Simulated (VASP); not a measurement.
The system is InAs.

```xyz
2
Lattice="0.0000 3.0180 3.0180 3.0180 0.0000 3.0180 3.0180 3.0180 0.0000" Properties=species:S:1:pos:R:3 pbc="T T T"
In    0.0000    0.0000    0.0000
As    1.5090    1.5090    1.5090
```

```yaml
Program: VASP 6.6.1
Task: relaxation of cell and atoms
Functional: PBE
Potentials_or_basis: VASP PAW PBE potentials, release 64 (In, As)
Cutoff: 520 eV
k_mesh: 10 × 10 × 10
Occupations: gaussian, width 0.02 eV
Spin: no spin polarisation
```

At the start: pressure 5.2 GPa; volume 27.49 Å³/atom.

**Question.** Where does the relaxation end?

**Answer.** Over 6 steps the energy falls by 36.8 meV/atom and the volume is 29.95 Å³/atom (+8.9 %); space group F-43m (No. 216, to 0.05 Å).

Step by step:
```
step  energy change (eV)  largest force (eV/Å)  pressure (GPa)  volume (Å³)
   1              0.0000                0.0000            5.22        54.98
   2             -0.0584                0.0000           -1.85        62.42
   3             -0.0737                0.0000            0.02        59.88
   4             -0.0736                0.0000           -0.07        59.98
   5             -0.0737                0.0000            0.02        59.88
   6             -0.0737                0.0000            0.00        59.89
```

Final structure:
```yaml
crystal:
  lattice:
    - [0.00000, 3.10541, 3.10541]
    - [3.10541, 0.00000, 3.10541]
    - [3.10541, 3.10541, 0.00000]
  atoms:
    - { symbol: In, position: [0.00000, 0.00000, 0.00000] }
    - { symbol: As, position: [0.25000, 0.25000, 0.25000] }
```
